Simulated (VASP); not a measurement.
# A VASP study of ZrTa (PBE + D3(BJ)): structure first, properties next, part 4 of 4

What structure does ZrTa take at this level, and what are its properties? The cell is invented: it takes the structure of COD entry 1527321, ZrRu (space group 221 there), with some of its atoms replaced by other elements, volume scaled by an estimate. It may not be a known or stable phase.

VASP 6.6.1, plane waves and PAW; the level of theory is named at each step.

Still holding for the runs below: This run has no spin polarisation. Its electron count is odd, so without a moment it is a metal by construction. The k-mesh is coarse for a metal.

So far. Step 7 (Bands along the symmetry lines (PBE + D3(BJ))): There is no gap at this level. Step 8 (Total and projected DOS (PBE + D3(BJ))): The finer mesh and the other smearing move the Fermi level by +0.03 eV from the 7×7×7 run, a small shift, which tests the Fermi level alone. Of the states within 0.3 eV of the Fermi level, the largest shares in the PAW spheres are Ta d 32 % and Zr d 22 %. The rest lies in smaller channels or between the spheres. The relaxed cell has a = 3.399 Å (conventional setting).

## 9. Bands along the symmetry lines (PBE + D3(BJ) + SOC)

This step: PBE with D3(BJ), spin-orbit coupling; plane waves and PAW (Ta_pv, Zr_sv); invented cell (VASP 6.6.1).

The mesh alone shows little of the dispersion and can miss band extrema, so KPOINTS_OPT adds a path through the symmetry points after the self-consistent cycle. Spin-orbit coupling needs spinors and the noncollinear program, where each band holds one electron.

The input, INCAR:

```
SYSTEM = ZrTa
PREC = Accurate
ENCUT = 400
EDIFF = 1E-06
NELM = 100
ISMEAR = 1
SIGMA = 0.2
LREAL = .FALSE.
ALGO = Normal
GGA = PE
IVDW = 12
LNONCOLLINEAR = .TRUE.
MAGMOM = 0 0 0 0 0 0
NBANDS = 34
GGA_COMPAT = .FALSE.
LASPH = .TRUE.
LSORBIT = .TRUE.
LMAXMIX = 4
LORBIT = 11
LWAVE = .FALSE.
LCHARG = .FALSE.
```

The input, POSCAR:

```
ZrTa
1.0
    3.3993933262      0.0000000000      0.0000000000
    0.0000000000      3.3993933262      0.0000000000
    0.0000000000      0.0000000000      3.3993933262
Ta Zr
1 1
Direct
    0.0000000000      0.0000000000      0.0000000000
    0.5000000000      0.5000000000      0.5000000000
```

The input, KPOINTS:

```
Automatic mesh
0
Gamma
5 5 5
0 0 0
```

The input, KPOINTS_OPT:

```
Line mode
16
Line-mode
Reciprocal
  0.00000000   0.00000000   0.00000000 GAMMA
  0.00000000   0.50000000   0.00000000 X

  0.00000000   0.50000000   0.00000000 X
  0.50000000   0.50000000   0.00000000 M

  0.50000000   0.50000000   0.00000000 M
  0.00000000   0.00000000   0.00000000 GAMMA

  0.00000000   0.00000000   0.00000000 GAMMA
  0.50000000   0.50000000   0.50000000 R

  0.50000000   0.50000000   0.50000000 R
  0.00000000   0.50000000   0.00000000 X

  0.50000000   0.50000000   0.00000000 M
  0.50000000   0.50000000   0.50000000 R
```

PAW data sets: Ta_pv and Zr_sv (PBE family, release 64).

The run is started by

```
mpirun -np 1 vasp_ncl
```

What it wrote:

```text
[... set-up lines as in an earlier step ...]
 entering main loop
       N       E                     dE             d eps       ncg     rms          rms(c)
DAV:   1     0.198372269599E+03    0.19837E+03   -0.10670E+04   688   0.114E+03
DAV:   2    -0.835282477427E+01   -0.20673E+03   -0.19854E+03   776   0.379E+02
DAV:   3    -0.209030406322E+02   -0.12550E+02   -0.12212E+02  1190   0.766E+01
DAV:   4    -0.213944533339E+02   -0.49141E+00   -0.48986E+00   868   0.123E+01
DAV:   5    -0.214094395598E+02   -0.14986E-01   -0.14980E-01  1008   0.177E+00    0.184E+01
DAV:   6    -0.208239151622E+02    0.58552E+00   -0.90155E-01   732   0.799E+00    0.836E+00
DAV:   7    -0.206961680455E+02    0.12775E+00   -0.52544E-01   942   0.586E+00    0.141E+00
DAV:   8    -0.206968942585E+02   -0.72621E-03   -0.26748E-02   940   0.983E-01    0.763E-01
DAV:   9    -0.206975839366E+02   -0.68968E-03   -0.37783E-03   830   0.570E-01    0.387E-01
DAV:  10    -0.206979307803E+02   -0.34684E-03   -0.12274E-03   940   0.318E-01    0.952E-02
DAV:  11    -0.206978731323E+02    0.57648E-04   -0.10020E-04   824   0.922E-02    0.259E-02
DAV:  12    -0.206978745613E+02   -0.14290E-05   -0.13107E-05  1016   0.279E-02    0.409E-03
DAV:  13    -0.206978749820E+02   -0.42072E-06   -0.29149E-07   436   0.497E-03
   1 F= -.21933282E+02 E0= -.21927092E+02  d E =-.185708E-01  mag=    -0.0000     0.0000     0.0000
 Start KPOINTS_OPT (optional k-point list driver)
k-point batch [1-10\96]
       N       E                     dE             ncg
DAV:   1    -0.616523357047E+03   -0.14627E+04      680
DAV:   2    -0.282155865128E+04   -0.22050E+04      752
DAV:   3    -0.295956845544E+04   -0.13801E+03     1226
DAV:   4    -0.296496231737E+04   -0.53939E+01      832
DAV:   5    -0.296522619817E+04   -0.26388E+00     1056
DAV:   6    -0.296522853143E+04   -0.23333E-02      864
DAV:   7    -0.296522858082E+04   -0.49396E-04     1028
DAV:   8    -0.296522858166E+04   -0.83991E-06      728
[...]
k-point batch [91-96\96]
       N       E                     dE             ncg
DAV:   1     0.286545783823E+04   -0.59925E+04      424
DAV:   2     0.166676261098E+04   -0.11987E+04      480
DAV:   3     0.160347831531E+04   -0.63284E+02      586
DAV:   4     0.160037330955E+04   -0.31050E+01      604
DAV:   5     0.160022781403E+04   -0.14550E+00      560
DAV:   6     0.160022622136E+04   -0.15927E-02      596
DAV:   7     0.160022618327E+04   -0.38083E-04      600
DAV:   8     0.160022618249E+04   -0.78545E-06      448
```

Wall time 41 s (1 MPI rank of Intel Xeon 6975P-C (Granite Rapids), shared host); peak memory 0.21 GiB.

Parts of OUTCAR (step 9):

```text
   k-points           NKPTS =     10   k-points in BZ     NKDIM =     10   number of bands    NBANDS=     34

   NELECT =      23.0000    total number of electrons

 E-fermi :   7.7528

 k-point     1 :       0.0000    0.0000    0.0000
  band No.  band energies     occupation
    ...
     16       1.0978      1.00000
     17       4.4368      1.00000
     18       4.4368      1.00000
     19       4.4368      1.00000
     20       4.4368      1.00000
     21       8.6053     -0.00000
     22       8.6053     -0.00000
     23       8.6053     -0.00000
     24       8.6053     -0.00000
     25       8.8782     -0.00000
    ...

 Edisp (eV)   -1.23541

  Total      -0.40070    -0.40070    -0.40070    -0.00000    -0.00000     0.00000
  in kB     -16.34274   -16.34274   -16.34274    -0.00000    -0.00000     0.00000
  external pressure =      -16.34 kB  Pullay stress =        0.00 kB

 POSITION                                       TOTAL-FORCE (eV/Angst)
 -----------------------------------------------------------------------------------
      0.00000      0.00000      0.00000         0.000000      0.000000      0.000000
      1.69970      1.69970      1.69970         0.000000      0.000000      0.000000
 -----------------------------------------------------------------------------------
    total drift:                                0.000000     -0.000000     -0.000000

  FREE ENERGIE OF THE ION-ELECTRON SYSTEM (eV)
  ---------------------------------------------------
  free  energy   TOTEN  =       -21.9332818664 eV

  energy  without entropy=      -21.9147111120  energy(sigma->0) =      -21.92709161

 Spin-Orbit-Coupling matrix elements
 Ion:    1  E_soc:     -1.4533232
 Ion:    2  E_soc:     -0.1413343

 magnetization (x)
# of ion       s       p       d       tot
------------------------------------------
    1       -0.000   0.000   0.000   0.000
    2       -0.000   0.000   0.000   0.000
--------------------------------------------------
tot         -0.000   0.000   0.000   0.000

 magnetization (y)
# of ion       s       p       d       tot
------------------------------------------
    1        0.000   0.000   0.000   0.000
    2       -0.000   0.000   0.000   0.000
--------------------------------------------------
tot         -0.000   0.000   0.000   0.000

 magnetization (z)
# of ion       s       p       d       tot
------------------------------------------
    1        0.000  -0.000   0.000   0.000
    2       -0.000   0.000   0.000   0.000
--------------------------------------------------
tot          0.000  -0.000   0.000   0.000

[... 7 parts as in an earlier step ...]

[... 9 further parts left out ...]
```

LASPH is on here and off in scalar runs of this session, so a comparison with those holds both changes.

This step gave:

| Item | Value |
| --- | --- |
| bands | 34 |
| irreducible k-points | 10 |
| free energy (TOTEN) | -21.93 eV |
| energy at zero smearing | -21.93 eV |
| Fermi energy | 7.753 eV |
| pressure | -1.634 GPa |

On-site spin-orbit energy by atom:

```
atom  on-site spin-orbit energy (eV)
 Ta1                           -1.45
 Zr2                           -0.14
```

The electronic bands at the labelled points (eV, zero at the Fermi level; # counts the bands kept in this run):

```
          point     #5     #6     #7     #8     #9    #10    #11    #12
              Γ  -3.32  -3.32   0.85   0.85   0.85   0.85   1.13   1.13
0.47 of the way  -2.57  -2.57   0.74   0.74   0.90   0.90   1.46   1.46
              X  -1.03  -1.03  -0.26  -0.26   0.99   0.99   1.29   1.29
0.53 of the way  -0.48  -0.48  -0.35  -0.35  -0.28  -0.28   0.28   0.28
              M  -1.20  -1.20  -1.11  -1.11   1.60   1.60   2.10   2.10
0.53 of the way  -1.73  -1.73  -0.14  -0.14   0.22   0.22   1.51   1.51
              Γ  -3.32  -3.32   0.85   0.85   0.85   0.85   1.13   1.13
0.53 of the way  -1.24  -1.24  -1.09  -1.09  -0.73  -0.73  -0.73  -0.73
              R  -0.79  -0.79  -0.78  -0.78  -0.63  -0.63  -0.63  -0.63
0.53 of the way  -1.23  -1.23  -0.91  -0.91  -0.19  -0.19  -0.06  -0.06
              X  -1.03  -1.03  -0.26  -0.26   0.99   0.99   1.29   1.29
      jump to M  -1.20  -1.20  -1.11  -1.11   1.60   1.60   2.10   2.10
0.47 of the way  -1.31  -1.31  -1.18  -1.18   0.55   0.55   0.93   0.93
              R  -0.79  -0.79  -0.78  -0.78  -0.63  -0.63  -0.63  -0.63
```

Of the projections kept (Ta, Zr), the largest for each band there, as a share of the weight inside these atoms' spheres; weight between the spheres isn't counted:

```
point       #5       #6       #7       #8       #9      #10      #11      #12
    Γ  Ta 0.56  Ta 0.56  Ta 0.60  Ta 0.60  Ta 0.60  Ta 0.60  Ta 0.57  Ta 0.57
    X  Ta 1.00  Ta 1.00  Zr 1.00  Zr 1.00  Ta 0.96  Ta 0.96  Ta 0.96  Ta 0.96
    M  Ta 0.57  Ta 0.57  Ta 0.54  Ta 0.54  Ta 0.62  Ta 0.62  Ta 0.57  Ta 0.57
    Γ  Ta 0.56  Ta 0.56  Ta 0.60  Ta 0.60  Ta 0.60  Ta 0.60  Ta 0.57  Ta 0.57
    R  Ta 0.87  Ta 0.87  Ta 0.86  Ta 0.86  Zr 0.81  Zr 0.81  Zr 0.81  Zr 0.81
    X  Ta 1.00  Ta 1.00  Zr 1.00  Zr 1.00  Ta 0.96  Ta 0.96  Ta 0.96  Ta 0.96
```

At these settings, which differ from those of the relaxation, the cell is under a tension of 1.6 GPa. Spin-orbit coupling and whatever else the input changes with it, such as the mesh, can each hold a part of this; the runs don't part them.

## 10. Bands along the symmetry lines (PBE + D3(BJ)) with a changed input

This step: PBE with D3(BJ); plane waves and PAW (Ta_pv, Zr_sv); invented cell (VASP 6.6.1).

The mesh alone shows little of the dispersion and can miss band extrema, so KPOINTS_OPT adds a path through the symmetry points after the self-consistent cycle. Some settings are moved from the usual, to see what they do.

The input, INCAR:

```
SYSTEM = ZrTa
PREC = Accurate
ENCUT = 400
EDIFF = 1E-06
NELM = 100
ISMEAR = 1
SIGMA = 0.2
LREAL = .FALSE.
ALGO = Normal
GGA = PE
IVDW = 12
NBANDS = 15
LORBIT = 11
LWAVE = .FALSE.
LCHARG = .FALSE.
LMAXMIX = 6
```

POSCAR is that of step 9.

The input, KPOINTS:

```
Automatic mesh
0
Gamma
7 7 7
0 0 0
```

KPOINTS_OPT is that of step 9.

The run is started by

```
mpirun -np 1 vasp_std
```

What it wrote:

```text
[... set-up lines as in an earlier step ...]
 entering main loop
       N       E                     dE             d eps       ncg     rms          rms(c)
DAV:   1     0.170877540044E+03    0.17088E+03   -0.11285E+04   600   0.125E+03
DAV:   2    -0.120925442123E+02   -0.18297E+03   -0.18103E+03   740   0.379E+02
DAV:   3    -0.203779128131E+02   -0.82854E+01   -0.81575E+01  1065   0.656E+01
DAV:   4    -0.206408074745E+02   -0.26289E+00   -0.26282E+00   704   0.857E+00
DAV:   5    -0.206445830720E+02   -0.37756E-02   -0.37756E-02   943   0.890E-01    0.183E+01
DAV:   6    -0.200421271493E+02    0.60246E+00   -0.10195E+00   677   0.908E+00    0.828E+00
DAV:   7    -0.198997450280E+02    0.14238E+00   -0.57241E-01   758   0.680E+00    0.107E+00
DAV:   8    -0.198996612251E+02    0.83803E-04   -0.30355E-02   814   0.120E+00    0.679E-01
DAV:   9    -0.199004025101E+02   -0.74129E-03   -0.83532E-03   642   0.100E+00    0.138E-01
DAV:  10    -0.199002681071E+02    0.13440E-03   -0.36941E-04   775   0.203E-01    0.347E-02
DAV:  11    -0.199002699522E+02   -0.18451E-05   -0.39832E-05   861   0.581E-02    0.122E-02
DAV:  12    -0.199002699645E+02   -0.12317E-07   -0.96130E-06   775   0.222E-02
   1 F= -.21135677E+02 E0= -.21133953E+02  d E =-.517017E-02
 Start KPOINTS_OPT (optional k-point list driver)
k-point batch [1-20\96]
       N       E                     dE             ncg
DAV:   1    -0.219445590020E+04   -0.90267E+04      616
DAV:   2    -0.577226557239E+04   -0.35778E+04      726
DAV:   3    -0.593480643638E+04   -0.16254E+03     1115
DAV:   4    -0.594220635181E+04   -0.73999E+01      674
DAV:   5    -0.594231520073E+04   -0.10885E+00      934
DAV:   6    -0.594231648426E+04   -0.12835E-02      689
DAV:   7    -0.594231649890E+04   -0.14639E-04      933
DAV:   8    -0.594231649909E+04   -0.19647E-06      489
[...]
k-point batch [81-96\96]
       N       E                     dE             ncg
DAV:   1     0.572985995129E+03   -0.15178E+05      488
DAV:   2    -0.216147800024E+04   -0.27345E+04      592
DAV:   3    -0.228532874980E+04   -0.12385E+03      925
DAV:   4    -0.228777253498E+04   -0.24438E+01      543
DAV:   5    -0.228784938468E+04   -0.76850E-01      790
DAV:   6    -0.228784982998E+04   -0.44530E-03      571
DAV:   7    -0.228784983879E+04   -0.88155E-05      796
DAV:   8    -0.228784983891E+04   -0.11635E-06      464
```

It took 9 s on 1 MPI rank; peak memory 0.15 GiB.

Parts of OUTCAR (step 10):

```text
   k-points           NKPTS =     20   k-points in BZ     NKDIM =     20   number of bands    NBANDS=     15

   NELECT =      23.0000    total number of electrons

 E-fermi :   7.7332

 k-point     1 :       0.0000    0.0000    0.0000
  band No.  band energies     occupation
    ...
      6     -18.0083      2.00000
      7     -18.0083      2.00000
      8       1.0967      2.00000
      9       4.4348      2.00000
     10       4.4348      2.00000
     11       8.6854     -0.00000
     12       8.6854     -0.00000
     13       8.6854     -0.00000
     14      11.7191     -0.00000
     15      11.7191     -0.00000

 Edisp (eV)   -1.23541

  Total       0.00172     0.00172     0.00172     0.00000    -0.00000    -0.00000
  in kB       0.07020     0.07020     0.07020     0.00000    -0.00000    -0.00000
  external pressure =        0.07 kB  Pullay stress =        0.00 kB

  FREE ENERGIE OF THE ION-ELECTRON SYSTEM (eV)
  ---------------------------------------------------
  free  energy   TOTEN  =       -21.1356768489 eV

  energy  without entropy=      -21.1305066748  energy(sigma->0) =      -21.13395346

[... 8 parts as in an earlier step ...]

[... 9 further parts left out ...]
```

LMAXMIX acts on the way to self-consistency or on speed; a fully converged result doesn't depend on them, though slow mixing can meet EDIFF with the stress still off.

Numbers from this step:

- SCF cycles: 12
- bands: 15
- irreducible k-points: 20
- free energy (TOTEN): -21.14 eV
- energy at zero smearing: -21.13 eV
- Fermi energy: 7.733 eV
- pressure: 0.007020 GPa

Electronic bands along the path, in eV, zero at the Fermi level; # counts the bands kept in this run:

```
          point     #1     #2     #3     #4     #5     #6    #7    #8
              Γ  -6.64  -3.30  -3.30   0.95   0.95   0.95  3.99  3.99
0.47 of the way  -5.58  -2.71  -2.56   0.85   0.85   1.45  2.39  3.79
              X  -3.25  -2.50  -0.99  -0.26   1.17   1.17  1.75  1.75
0.53 of the way  -3.54  -2.81  -0.41  -0.37  -0.25   0.25  2.91  2.95
              M  -4.01  -3.28  -1.15  -1.15   1.85   1.85  3.53  4.25
0.53 of the way  -4.79  -2.45  -1.71  -0.13   0.24   1.56  2.18  3.16
              Γ  -6.64  -3.30  -3.30   0.95   0.95   0.95  3.99  3.99
0.53 of the way  -3.32  -1.25  -1.17  -1.17  -0.74  -0.74  4.11  4.11
              R  -0.88  -0.88  -0.88  -0.76  -0.76  -0.76  4.43  4.43
0.53 of the way  -2.84  -2.15  -1.20  -0.89  -0.16  -0.10  3.36  3.49
              X  -3.25  -2.50  -0.99  -0.26   1.17   1.17  1.75  1.75
      jump to M  -4.01  -3.28  -1.15  -1.15   1.85   1.85  3.53  4.27
0.47 of the way  -2.89  -2.27  -1.24  -1.24   0.74   0.74  3.92  4.35
              R  -0.88  -0.88  -0.88  -0.76  -0.76  -0.76  4.43  4.43
```

Of the projections kept (Ta, Zr), the largest for each band there, as a share of the weight inside these atoms' spheres; weight between the spheres isn't counted:

```
point       #1       #2       #3       #4       #5       #6       #7       #8
    Γ  Ta 0.60  Ta 0.56  Ta 0.56  Ta 0.59  Ta 0.59  Ta 0.59  Zr 0.54  Zr 0.54
    X  Ta 0.80  Zr 0.72  Ta 1.00  Zr 1.00  Ta 0.96  Ta 0.96  Zr 0.93  Zr 0.93
    M  Ta 0.55  Ta 0.56  Ta 0.55  Ta 0.55  Ta 0.59  Ta 0.59  Ta 0.81  Zr 0.66
    Γ  Ta 0.60  Ta 0.56  Ta 0.56  Ta 0.59  Ta 0.59  Ta 0.59  Zr 0.54  Zr 0.54
    R  Zr 0.80  Zr 0.80  Zr 0.80  Ta 0.87  Ta 0.87  Ta 0.87  Ta 1.00  Ta 1.00
    X  Ta 0.80  Zr 0.72  Ta 1.00  Zr 1.00  Ta 0.96  Ta 0.96  Zr 0.93  Zr 0.93
```

The electronic bands as a text plot (rows in eV, shown from -6.6 to 1.7 only):

```
    1.6 |   **  *     * **   * *    *                   ****
    1.2 |  *   ***    *  *      *                       **
    0.9 |******  *   *      *  *****  *                **   *
    0.5 |         *  *    *   ***   **                **     *
    0.2 |      *   **     *****       **             *        *
   -0.2 |       ** **      ***         *          ****   *     *
   -0.5 |         * *     *             * *********   ***       *
   -0.9 |       **** **  ***             *  * ********  **      *
   -1.2 |      *       ***  *            ***************  ******
   -1.6 |                    *          * *  *   *            *
   -1.9 |     *                        *   **     **         **
   -2.3 |    ***            *         *   *       * ****
   -2.6 |   *   ****       * ***     *             *    **  **
   -3.0 | **        **    *    **   *               **     *
   -3.3 |**     ****  ****       ***     *            ***** *
   -3.7 |      *    **                                     *
   -4.0 |             ******            *                 *
   -4.4 |     *             *
   -4.7 |                    *         *
   -5.1 |    *                        *
   -5.4 |   *                 *
   -5.8 |                            *
   -6.1 |  *                   **   *
   -6.5 |**                      ***
         Γ      X      M          Γ            R        X|M     R
```

Against the sound run “Bands along the symmetry lines (PBE + D3(BJ))”, the energy at zero smearing moves by -0.0 meV an atom, the pressure by -0.01 GPa and the Fermi level by +0.00 eV.

## 11. What came out

```yaml
relaxed_volume: 19.64 Å³/atom
relaxed_conventional_cell_a_b_c: 3.399, 3.399, 3.399 Å
space_group_after_relaxing_within_0p02_a: Pm-3m (No. 221)
band_gap: none, a metal
dos_at_the_fermi_level: 4.45 states/eV/cell
band_gap_pbe_d3_bj_soc: none, a metal
```

With PBE + D3(BJ), ZrTa relaxes to 19.64 Å³/atom in space group Pm-3m (held by the symmetry of the run) and comes out as a metal. Bands along the symmetry lines (PBE + D3(BJ)): Of the bands kept, 3 cross the Fermi level on this path. Bands along the symmetry lines (PBE + D3(BJ) + SOC): Of the bands kept, 6 cross the Fermi level on this path (spinor bands, one electron each). Bands along the symmetry lines (PBE + D3(BJ)) with a changed input: Of the bands kept, 3 cross the Fermi level on this path. LASPH was switched on together with spin-orbit coupling, so shifts put down to the coupling hold both changes, and that of the mesh where it differs. The k-sampling is coarse for a metal, so the Fermi level, pressures and the shape of the cell carry errors. With an odd electron count and no spin the cell is a metal by construction. No search among competing phases was made. All values are for a static lattice at zero temperature.

[Lines on the potential files, build, host, timing and source positions are cut from VASP's logs without a mark.]

[Logs are printed without paths, hosts, clocks, repeated set-up lines and the standing remarks that a program may print on its own settings, such as how far it seeks lower states.]

[Hosts, paths, dates, database ids (printed as entryN), source tags and the programs' standing remarks are cut or masked in the printed files.]

[A measured line is paired with the nearest computed mode of its activity, which favours agreement.]

[In band tables of VASP the shares of atoms and orbitals are scaled to a sum of 1 inside the atoms' spheres.]

[Band numbers marked # count the bands kept; VASP's own numbers are higher by 7 or 12.]
